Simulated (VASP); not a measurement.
Given:

```yaml
crystal:
  lattice:
    - [0.00000, 3.04335, 3.04335]
    - [3.04335, 0.00000, 3.04335]
    - [3.04335, 3.04335, 0.00000]
  atoms:
    - { symbol: In, position: [0.00000, 0.00000, 0.00000] }
    - { symbol: Sb, position: [0.50000, 0.50000, 0.50000] }
```

Computed with r2SCAN meta-GGA, VASP's PBE PAW potentials (set 64) (plane waves; VASP). Settings: 400 eV cut-off, 12×12×12 Γ-centred mesh, tetrahedra with Blöchl corrections, potentials In_d Sb.

Question: Give the energies of bands 7 to 12 at the high-symmetry points, in eV from the Fermi level.

Answer: 
```csv
band,Γ,X,U,L,W
7,-0.09,-4.70,-5.35,-6.72,-5.12
8,-0.09,-3.27,-4.19,0.34,-3.74
9,-0.09,-2.29,-1.64,0.34,-3.74
10,0.12,-2.29,-0.31,2.65,2.17
11,6.56,3.57,5.45,2.65,3.69
12,6.57,8.99,6.34,2.65,6.73
```

It has no gap at this level: it comes out as a metal or semimetal.

The structure was generated: InSb was put into the rock salt type (Fm-3m), which need not be its known phase. It was relaxed first.
